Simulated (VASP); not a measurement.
## Bulk modulus of fcc metals: PBEsol against PBE

VASP (plane waves, PAW); cells keep the symmetry of their structure type. Static lattice, from a third-order Birch-Murnaghan fit over five volumes at each level.

Here x stands for PBE B0 and y for PBEsol B0.

```csv
solid,PBE B0 (GPa),PBEsol B0 (GPa),cut-off (eV)
Al,78.5,84.0,520
Ag,89.2,118.4,520
Cu,139.7,165.7,520
Pd,168.7,204.8,520
Pt,250.0,290.2,520
Rh,256.8,295.1,520
Ir,348.4,?,520
```

Q: Fit y against x with a straight line, and predict the withheld value at x = 348.4.

A: With u = x - 164, the rows have u = -85.50, -74.80, -24.30, 4.70, 86.00, 92.80. Means: u -0.18333, y 193.03. About the means, the sum of products is 33453 and the sum of squares of u is 29526; the slope is their ratio. Least squares gives y = 193.24 + 1.13300·u. Residuals (row less fit): -12.37, 9.91, -0.01, 6.23, -0.48, -3.28; standard error 8.68 (degrees of freedom: 4). The slope is 1.13 with a standard error of 0.050. At the withheld row, u = 184.40, so y = 193.24 + 1.13300 × 184.40 = 402.17 GPa. The calculation gives 388.3 GPa, 13.87 GPa below the prediction (4.6 % of the range of y in the table). The row lies outside the fitted rows, so this is an extrapolation. From the scatter of the fitted rows alone, a prediction at this place has a standard error of 13.22 GPa, so the miss is 1.0 times that.

The rows are a random draw from the solids of this series computed here; series whose standard error about the line passes 12 to 30 % of the range of y, or with no trend, aren't shown in this form.
